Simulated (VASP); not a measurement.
Computed with PBE GGA, VASP's PBE PAW potentials (set 64) (plane waves; VASP).

VASP input:

POSCAR:
```
AuZn
1
    3.2130000000     0.0000000000     0.0000000000
    0.0000000000     3.2130000000     0.0000000000
    0.0000000000     0.0000000000     3.2130000000
Zn Au
1 1
Direct
  0.5000000000   0.5000000000   0.5000000000
  0.0000000000   0.0000000000   0.0000000000
```

**INCAR**
```
ALGO  =  Normal
EDIFF  =  1E-6
ENCUT  =  400
GGA  =  PE
ISIF  =  2
ISMEAR  =  1
LASPH  =  T
LCHARG  =  F
LMAXMIX  =  6
LREAL  =  F
LWAVE  =  F
NELM  =  100
PREC  =  Accurate
SIGMA  =  0.1
SYSTEM  =  AuZn
```

### KPOINTS
```
Automatic mesh
0
Gamma
4 4 4
0 0 0
```

POTCAR, in this order: Zn Au (PBE.64 set). Program: vasp_std.

Question: What will the output report for the number of irreducible k-points (NKPTS), number of bands (NBANDS), largest plane-wave count, number of space-group operations, FFT grid (NGX, NGY, NGZ)?

Answer: 
| Property | Result |
|---|---|
| number of irreducible k-points (NKPTS) | 10 |
| number of bands (NBANDS) | 15 |
| largest plane-wave count | 624 |
| number of space-group operations | 48 |
| FFT grid (NGX, NGY, NGZ) | 24 × 24 × 24 |

The compound is AuZn in the CsCl type structure. The cell was not relaxed at this level. The k-mesh is coarse (spacing up to 0.49 per Å, 2π included), so the numbers may not be converged in it. The run is one of a series of settings (KPOINTS 4×4×4 Γ-centred mesh against the base run), some of them coarse on purpose. The electron count is odd and the run is not spin-polarised, which forces a metal.
